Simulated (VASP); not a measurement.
# Settings for SiH₂Cl₂: atomisation energy

SiH₂Cl₂, molecule in box, 5 atoms in the cell. PBE; PAW potentials Cl, Si, H (PBE set). VASP 6.6.1.

Wanted: atomisation energy within 0.03 eV.

The series start from Cutoff ENCUT (eV): 340; box of the atom (Å): 12; SIGMA of the atom: 0.002; ALGO of the atom: All; vacuum between images (Å): 10; PREC: Accurate; LASPH: .TRUE.; LREAL: .FALSE.. Each series keeps the choices made before it, and each single choice may use up half of a tolerance. Times cover all steps of a run.

## Cutoff ENCUT (eV)

| Cutoff ENCUT (eV) | Atomisation energy (eV) | Time (s) |
|---|---|---|
| 210 | 15.049 | 62 |
| 260 | 15.079 | 72 |
| 300 | 15.126 | 83 |
| 340 | 15.139 | 215 |
| 390 | 15.146 | 136 |
| 470 | 15.151 | 181 |
| 670 (reference) | 15.152 | 268 |

Chosen: 340, the loosest value from which every tighter one stays within half of the tolerance.

## Box of the atom (Å)

| Box of the atom (Å) | Atomisation energy (eV) | Time (s) |
|---|---|---|
| 6 | 15.245 | 19 |
| 8 | 15.155 | 52 |
| 10 | 15.142 | 82 |
| 12 | 15.139 | 215 |
| 15 (reference) | 15.139 | 140 |

Chosen: 10.

## SIGMA of the atom

| SIGMA of the atom | Atomisation energy (eV) | Time (s) |
|---|---|---|
| 0.2 | 15.232 | 36 |
| 0.1 | 15.348 | 38 |
| 0.05 | 15.363 | 62 |
| 0.01 | 15.142 | 74 |
| 0.002 (reference) | 15.142 | 82 |

Chosen: 0.01.

## ALGO of the atom

| ALGO of the atom | Atomisation energy (eV) | Time (s) |
|---|---|---|
| All | 15.142 | 74 |
| Normal | 15.448 | 62 |
| Normal, gentle mixing | 15.452 | 43 |
| Damped | no result | 160 |

Chosen: All; no other choice that stays within half of the tolerance saves 30 % of the time.

## Vacuum between images (Å)

| Vacuum between images (Å) | Atomisation energy (eV) | Time (s) |
|---|---|---|
| 4 | no result | 77 |
| 6 | 15.144 | 47 |
| 8 | 15.142 | 50 |
| 10 | 15.142 | 74 |
| 13 (reference) | 15.140 | 69 |

Chosen: 6.

## PREC

| PREC | Atomisation energy (eV) | Time (s) |
|---|---|---|
| Accurate | 15.144 | 47 |
| Normal | 15.144 | 21 |

Chosen: Normal, the fastest of those that stay within half of the tolerance.

## LASPH

| LASPH | Atomisation energy (eV) | Time (s) |
|---|---|---|
| .TRUE. | 15.144 | 21 |
| .FALSE. | 15.129 | 18 |

Chosen: .TRUE..

## LREAL

| LREAL | Atomisation energy (eV) | Time (s) |
|---|---|---|
| .FALSE. | 15.144 | 21 |
| Auto | 15.146 | 34 |

Chosen: .FALSE..

## All choices together

| Input | Atomisation energy (eV) | Time (s) |
|---|---|---|
| program defaults with spin kept, atom in an 8 A box (naive) | 15.282 | 7.1 |
| chosen settings | 15.144 | 21 |
| reference settings throughout | 15.151 | 714 |

The tolerance is met.

## The input

INCAR.step1:
```
SYSTEM = SiH2Cl2
PREC = Normal
ENCUT = 340
EDIFF = 1E-6
ISMEAR = 0
SIGMA = 0.01
LREAL = .False.
LASPH = .True.
ALGO = All
NELM = 300
LWAVE = .False.
LCHARG = .False.
GGA = PE
ISYM = 0
ISPIN = 2
MAGMOM = 1
ISEARCH = 1
LMAXMIX = 4
NBANDS = 10
```

INCAR.step2, as INCAR.step1 but for:
```
- MAGMOM = 1
- NBANDS = 10
+ MAGMOM = 2
+ NBANDS = 8
```

INCAR.step3 changes the same tags again: MAGMOM = 1; NBANDS = 6.

INCAR.step4:
```
SYSTEM = SiH2Cl2
PREC = Normal
ENCUT = 340
EDIFF = 1E-6
ISMEAR = 0
SIGMA = 0.01
LREAL = .False.
LASPH = .True.
ALGO = Normal
NELM = 120
LWAVE = .False.
LCHARG = .False.
GGA = PE
ISYM = 0
IBRION = 2
NSW = 40
EDIFFG = -0.01
```

KPOINTS:
```
Automatic mesh
0
Gamma
  1 1 1
  0 0 0
```

POSCAR.step1:
```
Cl
1.0
   10.0000000000      0.0000000000      0.0000000000
    0.0000000000     10.4000000000      0.0000000000
    0.0000000000      0.0000000000     10.8000000000
Cl
1
Direct
    0.5000000000      0.5000000000      0.5000000000
```

POSCAR.step2:
```
Si
1.0
   10.0000000000      0.0000000000      0.0000000000
    0.0000000000     10.4000000000      0.0000000000
    0.0000000000      0.0000000000     10.8000000000
Si
1
Direct
    0.5000000000      0.5000000000      0.5000000000
```

POSCAR.step3:
```
H
1.0
   10.0000000000      0.0000000000      0.0000000000
    0.0000000000     10.4000000000      0.0000000000
    0.0000000000      0.0000000000     10.8000000000
H
1
Direct
    0.5000000000      0.5000000000      0.5000000000
```

POSCAR.step4:
```
SiH2Cl2
1.0
    8.9500000000      0.0000000000      0.0000000000
    0.0000000000      8.9500000000      0.0000000000
    0.0000000000      0.0000000000      8.9500000000
Cl Si H
2 1 2
Direct
    0.3633391676      0.4650695333      0.6648383475
    0.3899592216      0.6437982840      0.3351616525
    0.4951776918      0.5012163296      0.4807212354
    0.5192454197      0.3562017160      0.4040403305
    0.6366608324      0.5719045288      0.5304613264
```

Commands (each step's output is kept before the next begins):
```
cat potpaw_PBE.64/Cl/POTCAR > POTCAR
cp INCAR.step1 INCAR
cp POSCAR.step1 POSCAR
mpirun -np 4 vasp_gam > vasp.out
cat potpaw_PBE.64/Si/POTCAR > POTCAR
rm WAVECAR CHG
cp INCAR.step2 INCAR
cp POSCAR.step2 POSCAR
mpirun -np 4 vasp_gam > vasp.out
cat potpaw_PBE.64/H/POTCAR > POTCAR
rm WAVECAR CHG
cp INCAR.step3 INCAR
cp POSCAR.step3 POSCAR
mpirun -np 4 vasp_gam > vasp.out
cat potpaw_PBE.64/Cl/POTCAR potpaw_PBE.64/Si/POTCAR potpaw_PBE.64/H/POTCAR > POTCAR
rm WAVECAR CHG
cp INCAR.step4 INCAR
cp POSCAR.step4 POSCAR
mpirun -np 4 vasp_gam > vasp.out
```

The chosen input took VASP 6.6.1 21 s on 4 cores (Intel Xeon 6975P-C (Granite Rapids)), a shared host.

## An input that fails: free atom kept spherical by wide smearing

It runs to its end, but against the unchanged starting input it is off by 0.251 eV in the atomisation energy.

Changes against the starting input:
```
- SIGMA = 0.002
- ALGO = All
- ISYM = 0
- ISEARCH = 1
+ SIGMA = 0.5
+ ALGO = Normal
+ ISYM = 2
```
